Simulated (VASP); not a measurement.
# As2CN with TPSS + D4: from relaxation to properties

What structure does As2CN take at this level, and what are its properties? The steps: rough relaxation of the start cell, relaxing cell and atoms (TPSS + D4), density, ELF and potential (TPSS + D4), bands along the symmetry lines (TPSS + D4), density of states (TPSS + D4), optical spectrum (TPSS + D4), volume scan with TPSS + D4 and fit for TPSS + D4. The cell is invented: it takes the structure of a Materials Project entry for GeAs3 (space group 160 there), with some of its atoms replaced by other elements, volume scaled by an estimate. It may not be a known or stable phase. Left out of this account: 1 further run (core levels: core levels are not valid at this level). The atoms of the start are displaced at random from the sites of a R3m cell.

Method: TPSS with D4; plane waves and PAW (As, N, C); invented cell, in VASP 6.6.1.

## Step 1: Set-up

Before any relaxation, the start is as follows. It takes space group P1 (No. 1, triclinic). Conventional cell: a = 3.442 Å, b = 3.442 Å, c = 6.970 Å, α = 75.71°, β = 75.71°, γ = 60.00°. Nearest to As lie 3 N at 2.32 to 2.35 Å. Nearest to As lie 3 C at 2.27 to 2.28 Å. N has 3 As at 2.32 to 2.35 Å nearest. Nearest to C lie 3 As at 2.27 to 2.28 Å. It derives from GeAs3. it takes the structure of a Materials Project entry for GeAs3 (space group 160 there), with some of its atoms replaced by other elements, volume scaled by an estimate. Farther neighbours and most contacts between anions are not listed.

## Step 2: Rough relaxation of the start cell

The start is only an estimate, so a cheap relaxation brings it near a minimum before any careful run. TPSS is an older meta-GGA. A dispersion term adds the long-range attraction that semilocal functionals lack. D4 lets the coefficients depend on atomic charges too.

The input, INCAR:

```
SYSTEM = As2CN
PREC = Normal
ENCUT = 520
EDIFF = 1E-05
NELM = 60
ISMEAR = -1
SIGMA = 0.05
LREAL = .FALSE.
ALGO = Normal
METAGGA = TPSS
IVDW = 13
LASPH = .TRUE.
NBANDS = 15
LORBIT = 11
LWAVE = .FALSE.
LCHARG = .FALSE.
KPAR = 2
IBRION = 2
NSW = 40
ISIF = 3
EDIFFG = -0.04
```

The input, POSCAR:

```
As2CN
1.0
    1.7210960000      0.9936750000      6.6811270000
   -1.7210960000      0.9936750000      6.6811270000
    0.0000000000     -1.9873510000      6.6811270000
As N C
2 1 1
Direct
    0.8828410000      0.8904870000      0.8861520000
    0.1082960000      0.1054860000      0.1180720000
    0.6148050000      0.6097640000      0.6195440000
    0.3840430000      0.3814490000      0.3997620000
```

The input, KPOINTS:

```
Automatic mesh
0
Gamma
6 6 6
0 0 0
```

The projector-augmented-wave data sets are As, N and C (PBE family, release 64).

Run with:

```console
mpirun -np 2 vasp_std
```

Output:

```text
[banner, memory and clock lines left out]
running    2 mpi-ranks, on    1 nodes
[...]
|                                                                             |
|               ----> ADVICE to this user running VASP <----                  |
|                                                                             |
|     You enforced a specific xc type in the INCAR file but a different       |
|     [... a line on the potential file left out ...]
|     I HOPE YOU KNOW WHAT YOU ARE DOING!                                     |
|                                                                             |

 LDA part: xc-table for (None), standard interpolation
 POSCAR, INCAR and KPOINTS ok, starting setup
[...]
entering main loop
       N       E                     dE             d eps       ncg     rms          rms(c)
DAV:   1     0.540756218894E+02    0.54076E+02   -0.81270E+03  3360   0.109E+03
DAV:   2    -0.329095238186E+02   -0.86985E+02   -0.83358E+02  4700   0.220E+02
DAV:   3    -0.383692660831E+02   -0.54597E+01   -0.53695E+01  4361   0.552E+01
DAV:   4    -0.384407503977E+02   -0.71484E-01   -0.71342E-01  4518   0.681E+00
[...]
DAV:  12    -0.395419659014E+02   -0.36401E-04   -0.25925E-04  4200   0.133E-01    0.286E-02
DAV:  13    -0.395419962407E+02   -0.30339E-04   -0.74203E-05  4266   0.648E-02    0.747E-03
DAV:  14    -0.395419986773E+02   -0.24367E-05   -0.38984E-06  2436   0.164E-02
   1 F= -.41042483E+02 E0= -.41034559E+02  d E =-.410425E+02
[... from here on, the cycles between the ionic steps are left out ...]
   2 F= -.44052235E+02 E0= -.44049125E+02  d E =-.300975E+01
   3 F= -.44208180E+02 E0= -.44204987E+02  d E =-.316570E+01
   4 F= -.44207975E+02 E0= -.44204792E+02  d E =-.316549E+01
   5 F= -.44298801E+02 E0= -.44295863E+02  d E =-.908260E-01
   6 F= -.44299070E+02 E0= -.44296131E+02  d E =-.910957E-01
   7 F= -.44314373E+02 E0= -.44311601E+02  d E =-.153031E-01
   8 F= -.44316266E+02 E0= -.44313468E+02  d E =-.171963E-01
   9 F= -.44326804E+02 E0= -.44324200E+02  d E =-.105377E-01
  10 F= -.44327033E+02 E0= -.44324429E+02  d E =-.107665E-01
  11 F= -.44327627E+02 E0= -.44324962E+02  d E =-.593733E-03
  12 F= -.44327918E+02 E0= -.44325279E+02  d E =-.884784E-03
[...]
hard stop encountered!  aborting job ...
[...]
|     The electronic self-consistency was not achieved in the given           |
[...]
soft stop encountered!  aborting job ...
  13 F= -.44328264E+02 E0= -.44325548E+02  d E =-.543148E-02
 deleting file STOPCAR
```

Run time: 17 min. Hardware: 2 MPI ranks of Intel Xeon 6975P-C (Granite Rapids), shared host; peak memory 0.67 GiB.

The logs omit lines about the potential files and the build; timing stands in the text.

The run was stopped at its time limit, by a STOPCAR file.

By then 12 ionic steps had been finished.

The next step goes on from the cell that it reached.

## Step 3: Relaxing cell and atoms (TPSS + D4)

Properties are meant for the cell that this level of theory prefers, so cell and atoms are relaxed first (ISIF = 3) until forces and stress are small; EDIFFG sets the threshold.

The input, INCAR:

```
SYSTEM = As2CN
PREC = Accurate
ENCUT = 520
EDIFF = 1E-06
NELM = 100
ISMEAR = -1
SIGMA = 0.05
LREAL = .FALSE.
ALGO = Normal
METAGGA = TPSS
IVDW = 13
LASPH = .TRUE.
NBANDS = 15
LORBIT = 11
LWAVE = .FALSE.
LCHARG = .FALSE.
KPAR = 2
IBRION = 2
NSW = 60
ISIF = 3
EDIFFG = -0.01
```

The input, POSCAR:

```
As2CN
1.0
    2.6583159300     -1.5350245600      0.0000000000
    2.6583159300      1.5350245600      0.0000000000
   -1.7887613500      0.0000000000      6.3705060400
As N C
2 1 1
Direct
    0.8949789510      0.8949789510      0.6899683920
    0.0950878720      0.0950878720      0.2970604270
    0.6079972110      0.6079972110      0.8278894510
    0.3908697390      0.3908697390      0.1857827300
```

The input, KPOINTS:

```
Automatic mesh
0
Gamma
7 7 3
0 0 0
```

The cell reached was symmetrised within 0.01 Å before this step, which raises the operations from 1 to 2, which the run then keeps.

Run with:

```console
mpirun -np 2 vasp_std
```

Output:

```text
[banner, memory and clock lines left out]
running    2 mpi-ranks, on    1 nodes
 distrk:  each k-point on    1 cores,    2 groups
 distr:  one band on    1 cores,    1 groups

 POSCAR found type information on POSCAR AsN C
 POSCAR found :  3 types and       4 ions
 [... a notice as in an earlier step ...]

 LDA part: xc-table for (None), standard interpolation
 POSCAR, INCAR and KPOINTS ok, starting setup
 FFT: planning ... GRIDC
 FFT: planning ... GRID_SOFT
 FFT: planning ... GRID
 WAVECAR not read
 entering main loop
       N       E                     dE             d eps       ncg     rms          rms(c)
DAV:   1     0.951461639357E+02    0.95146E+02   -0.93331E+03  1320   0.128E+03
DAV:   2    -0.294254003191E+02   -0.12457E+03   -0.11865E+03  1940   0.308E+02
DAV:   3    -0.378131672009E+02   -0.83878E+01   -0.82695E+01  1909   0.785E+01
DAV:   4    -0.379804091309E+02   -0.16724E+00   -0.16701E+00  1822   0.132E+01
DAV:   5    -0.379844803490E+02   -0.40712E-02   -0.40687E-02  2000   0.161E+00    0.100E+01
DAV:   6    -0.423407232658E+02   -0.43562E+01   -0.20809E+01  1509   0.483E+01    0.535E+00
DAV:   7    -0.423130115685E+02    0.27712E-01   -0.25619E+00  1810   0.115E+01    0.233E+00
DAV:   8    -0.422806984963E+02    0.32313E-01   -0.32532E-01  1817   0.454E+00    0.150E+00
DAV:   9    -0.422771590578E+02    0.35394E-02   -0.67072E-02  1544   0.187E+00    0.535E-01
DAV:  10    -0.422795181660E+02   -0.23591E-02   -0.12454E-02  1670   0.841E-01    0.222E-01
DAV:  11    -0.422789010206E+02    0.61715E-03   -0.17519E-03  1782   0.309E-01    0.101E-01
DAV:  12    -0.422790195862E+02   -0.11857E-03   -0.61630E-04  1761   0.170E-01    0.289E-02
DAV:  13    -0.422790344777E+02   -0.14892E-04   -0.61042E-05  1782   0.558E-02    0.872E-03
DAV:  14    -0.422790373365E+02   -0.28588E-05   -0.73354E-06  1719   0.227E-02    0.406E-03
DAV:  15    -0.422790376571E+02   -0.32056E-06   -0.14743E-06  1073   0.102E-02
   1 F= -.44248001E+02 E0= -.44242219E+02  d E =-.442480E+02
 curvature:   0.00 expect dE= 0.000E+00 dE for cont linesearch  0.000E+00
 trial: gam= 0.00000 g(F)=  0.513E-03 g(S)=  0.938E-03 ort = 0.000E+00 (trialstep = 0.100E+01)
 search vector abs. value=  0.145E-02
 bond charge predicted
       N       E                     dE             d eps       ncg     rms          rms(c)
DAV:   1    -0.422903290106E+02   -0.11292E-01   -0.72445E-02  1404   0.204E+00    0.183E-01
DAV:   2    -0.422899733678E+02    0.35564E-03   -0.34531E-03  1831   0.415E-01    0.933E-02
DAV:   3    -0.422897727795E+02    0.20059E-03   -0.67144E-04  1810   0.177E-01    0.543E-02
DAV:   4    -0.422896905755E+02    0.82204E-04   -0.36485E-04  1726   0.117E-01    0.123E-02
DAV:   5    -0.422896904822E+02    0.93273E-07   -0.12543E-05  1670   0.261E-02    0.789E-03
DAV:   6    -0.422896899939E+02    0.48834E-06   -0.11074E-06  1164   0.840E-03
   2 F= -.44248957E+02 E0= -.44243267E+02  d E =-.955082E-03
[... from here on, the cycles between the ionic steps are left out ...]
   3 F= -.44249070E+02 E0= -.44243427E+02  d E =-.106807E-02
   4 F= -.44249657E+02 E0= -.44244123E+02  d E =-.587605E-03
   5 F= -.44249908E+02 E0= -.44244455E+02  d E =-.838127E-03
   6 F= -.44249800E+02 E0= -.44244489E+02  d E =-.730830E-03
   7 F= -.44249961E+02 E0= -.44244559E+02  d E =-.891007E-03
   8 F= -.44250092E+02 E0= -.44244703E+02  d E =-.131034E-03
   9 F= -.44250130E+02 E0= -.44244750E+02  d E =-.169594E-03
  10 F= -.44250117E+02 E0= -.44244752E+02  d E =-.156263E-03
  11 F= -.44250139E+02 E0= -.44244764E+02  d E =-.178547E-03
  12 F= -.44250202E+02 E0= -.44244827E+02  d E =-.626858E-04
  13 F= -.44250207E+02 E0= -.44244831E+02  d E =-.680838E-04
  14 F= -.44250263E+02 E0= -.44244892E+02  d E =-.560985E-04
  15 F= -.44250340E+02 E0= -.44244980E+02  d E =-.133148E-03
 curvature:  -2.68 expect dE=-0.972E-04 dE for cont linesearch -0.106E-06
 trial: gam= 0.45655 g(F)=  0.155E-04 g(S)=  0.208E-04 ort = 0.254E-05 (trialstep = 0.112E+01)
 search vector abs. value=  0.727E-04
 bond charge predicted
       N       E                     dE             d eps       ncg     rms          rms(c)
DAV:   1    -0.422941016363E+02    0.17583E-02   -0.10388E-02  1320   0.791E-01    0.436E-02
DAV:   2    -0.422941026369E+02   -0.10007E-05   -0.30799E-04  1831   0.123E-01    0.187E-02
DAV:   3    -0.422940959581E+02    0.66789E-05   -0.40229E-05  1803   0.498E-02    0.103E-02
DAV:   4    -0.422940948475E+02    0.11106E-05   -0.10385E-05  1607   0.213E-02    0.326E-03
DAV:   5    -0.422940950464E+02   -0.19884E-06   -0.60077E-07   870   0.621E-03
  16 F= -.44250362E+02 E0= -.44245019E+02  d E =-.214431E-04
 trial-energy change:   -0.000021  1 .order   -0.000020   -0.000042    0.000002
 step:   1.0670(harm=  1.0670)  dis= 0.00103  next Energy=   -44.250360 (dE=-0.200E-04)
 reached required accuracy - stopping structural energy minimisation
```

Run time: 4.3 min. Hardware: 2 MPI ranks; peak memory 0.38 GiB; 8.7 min of CPU time.

Parts of OUTCAR (step 3):

```text
ion  position               nearest neighbor table
   1  0.895  0.895  0.690-   3 1.98   3 1.98   3 1.98
   2  0.095  0.095  0.297-   4 1.91   4 1.91   4 1.91
   3  0.608  0.608  0.828-   1 1.98   1 1.98   1 1.98
   4  0.391  0.391  0.186-   2 1.91   2 1.91   2 1.91

  LATTYP: Found a base centered monoclinic cell.
 ALAT       =     5.3166318600
 B/A-ratio  =     0.5774424863
 C/A-ratio  =     1.2445611495
 COS(beta)  =    -0.2703333169

 Subroutine GETGRP returns: Found  2 space group operations
 (whereof  2 operations were pure point group operations)

The static configuration has the point symmetry C_1h.

 Found     44 irreducible k-points:

   k-points           NKPTS =     44   k-points in BZ     NKDIM =     44   number of bands    NBANDS=     15

   dimension x,y,z NGX =    24 NGY =   24 NGZ =   50
   dimension x,y,z NGXF=    48 NGYF=   48 NGZF=  100

   ENCUT  =  520.0 eV  38.22 Ry    6.18 a.u.   5.71  5.71 12.30*2*pi/ulx,y,z

   NELECT =      19.0000    total number of electrons

 k-points in reciprocal lattice and weights: Automatic mesh
   0.00000000  0.00000000  0.00000000       0.007
   0.14285714  0.00000000 -0.00000000       0.027
   0.28571429  0.00000000  0.00000000       0.027
   0.42857143  0.00000000 -0.00000000       0.027
   0.14285714  0.14285714 -0.00000000       0.014
   0.28571429  0.14285714  0.00000000       0.027
   0.42857143  0.14285714 -0.00000000       0.027
  -0.42857143  0.14285714  0.00000000       0.027
  -0.28571429  0.14285714  0.00000000       0.027
[...]
-0.14285714 -0.28571429  0.33333333       0.027
  -0.14285714 -0.14285714  0.33333333       0.014

 average (electrostatic) potential at core
       1 -50.7288       2 -50.1745       3 -64.0800       4 -49.0121

 E-fermi :   6.4342

 k-point     1 :       0.0000    0.0000    0.0000
  band No.  band energies     occupation
    ...
      5       3.2556      2.00000
      6       3.2597      2.00000
      7       4.1517      2.00000
      8       4.4399      2.00000
      9       4.4521      2.00000
     10       7.4653      0.00000
     11       9.0616      0.00000
     12      10.5624      0.00000
     13      10.5705      0.00000
     14      11.5260      0.00000
    ...

 k-point     2 :       0.1429    0.0000   -0.0000
  band No.  band energies     occupation
    ...
      5       2.0706      2.00000
      6       2.8442      2.00000
      7       2.9561      2.00000
      8       3.8442      2.00000
      9       4.6153      2.00000
     10       8.0227      0.00000
     11       8.9947      0.00000
     12      10.3413      0.00000
     13      11.0434      0.00000
     14      11.0668      0.00000
    ...

 k-point     3 :       0.2857    0.0000    0.0000
  band No.  band energies     occupation
    ...
      5      -0.6034      2.00000
      6       2.0786      2.00000
      7       2.8245      2.00000
      8       2.9908      2.00000
      9       4.7639      2.00000
     10       6.5975      0.07353
     11       8.7877      0.00000
     12       9.3728      0.00000
     13      11.0223      0.00000
     14      11.5945      0.00000
    ...

  DFT-D4 for vdW energy calculation

  Edisp (eV):   -1.95627

  Total       0.01022     0.01485     0.01460     0.00000     0.00000     0.00053
  in kB       0.31324     0.45506     0.44736     0.00000     0.00000     0.01628
  external pressure =        0.41 kB  Pullay stress =        0.00 kB

  energy-cutoff  :      520.00
  volume of cell :       52.30
      direct lattice vectors                 reciprocal lattice vectors
     2.655745826 -1.534691409 -0.000075232     0.188272515 -0.325798396  0.052444976
     2.655745826  1.534691409 -0.000075232     0.188272515  0.325798396  0.052444976
    -1.787176972  0.000000000  6.415796661     0.000004415  0.000000000  0.155866519

 POSITION                                       TOTAL-FORCE (eV/Angst)
 -----------------------------------------------------------------------------------
      3.51837      0.00000      4.44178        -0.001112      0.000000     -0.005451
     -0.02445      0.00000      1.89249         0.002307      0.000000      0.001396
      1.74784      0.00000      5.32500        -0.003665      0.000000      0.005668
      1.74684      0.00000      1.17652         0.002470      0.000000     -0.001613
 -----------------------------------------------------------------------------------
    total drift:                               -0.000111      0.000000      0.000092

  FREE ENERGIE OF THE ION-ELECTRON SYSTEM (eV)
  ---------------------------------------------------
  free  energy   TOTEN  =       -44.2503617715 eV

  energy  without entropy=      -44.2396764937  energy(sigma->0) =      -44.24501913

 reached required accuracy - stopping structural energy minimisation

 total charge
# of ion       s       p       d       tot
------------------------------------------
    1        1.279   1.280   0.129   2.688
    2        1.195   1.547   0.151   2.893
    3        1.311   2.337   0.000   3.648
    4        0.919   1.471   0.000   2.390
--------------------------------------------------
tot          4.704   6.634   0.280  11.619

[... 3 further parts left out ...]
```

This run has no spin polarisation. Its electron count is odd, so without a moment it is a metal by construction. The k-mesh is coarse for a metal. The PAW data sets were made with PBE, which is usual practice but a small mismatch for other functionals. The run keeps the 2 symmetry operations of its start, so it cannot find a distortion of lower symmetry.

The steps of the relaxation:

| step | energy less that of the first step (eV) | largest force (eV/Å) | pressure (GPa) | volume (Å³) |
| --- | --- | --- | --- | --- |
| 1 | 0.0000 | 0.0706 | 0.40 | 51.99 |
| 2 | -0.0010 | 0.0629 | -0.12 | 52.24 |
| 3 | -0.0011 | 0.0870 | -0.38 | 52.36 |
| 4 | -0.0017 | 0.0617 | -0.25 | 52.39 |
| 5 | -0.0019 | 0.0451 | -0.14 | 52.41 |
| 6 | -0.0018 | 0.0708 | 0.09 | 52.45 |
| 7 | -0.0020 | 0.0537 | -0.06 | 52.42 |
| 8 | -0.0021 | 0.0354 | -0.02 | 52.41 |
| 9 | -0.0021 | 0.0265 | 0.02 | 52.40 |
| 10 | -0.0021 | 0.0443 | 0.08 | 52.38 |
| 11 | -0.0021 | 0.0271 | 0.04 | 52.39 |
| 12 | -0.0022 | 0.0200 | -0.03 | 52.40 |
| 13 | -0.0022 | 0.0245 | -0.04 | 52.40 |
| 14 | -0.0023 | 0.0210 | -0.05 | 52.39 |
| 15 | -0.0023 | 0.0129 | -0.06 | 52.35 |
| 16 | -0.0024 | 0.0067 | 0.04 | 52.30 |

| cell as run | before | after | change |
| --- | --- | --- | --- |
| a (Å) | 3.070 | 3.067 | -0.1 % |
| b (Å) | 3.070 | 3.067 | -0.1 % |
| c (Å) | 6.617 | 6.660 | +0.7 % |
| α (°) | 103.54 | 103.44 | -0.1 % |
| β (°) | 103.54 | 103.44 | -0.1 % |
| γ (°) | 60.01 | 60.05 | +0.1 % |
| volume (Å³/atom) | 13.00 | 13.07 | +0.6 % |

The atoms that moved most (Å, as changes of fractional coordinates times the final cell):

| atom | dx | dy | dz | length |
| --- | --- | --- | --- | --- |
| C4 | 0.003 | 0.000 | -0.015 | 0.016 |
| As1 | -0.002 | 0.000 | 0.015 | 0.015 |
| N3 | -0.002 | 0.000 | 0.014 | 0.014 |
| As2 | 0.001 | 0.000 | -0.013 | 0.013 |

Final coordinates:

```
As N C
1.0
     2.65575   -1.53469   -0.00008
     2.65575    1.53469   -0.00008
    -1.78718    0.00000    6.41580
As N C
2 1 1
Direct
  0.89536 0.89536 0.69234
  0.09465 0.09465 0.29498
  0.60834 0.60834 0.83000
  0.39059 0.39059 0.18339
```

This step gave:

| Quantity | Value |
| --- | --- |
| electrons | 19 |
| bands | 15 |
| irreducible k-points | 44 |
| symmetry operations | 2 |
| free energy (TOTEN) | -44.25 eV |
| energy at zero smearing | -44.25 eV |
| Fermi energy | 6.434 eV |
| pressure | 0.04052 GPa |
| metallic | yes |
| SCF cycles over all ionic steps | 85 |

It ends with a largest force of 0.007 eV/Å and a pressure of 0.04 GPa.

(Continued in part 2 of 5.)

[Lines on the potential files, build, host, timing and source positions are cut from VASP's logs without a mark.]

[Logs are printed without paths, hosts, clocks, repeated set-up lines and the standing remarks that a program may print on its own settings, such as how far it seeks lower states.]

[Hosts, paths, dates, database ids (printed as entryN), source tags and the programs' standing remarks are cut or masked in the printed files.]

[A measured line is paired with the nearest computed mode of its activity, which favours agreement.]
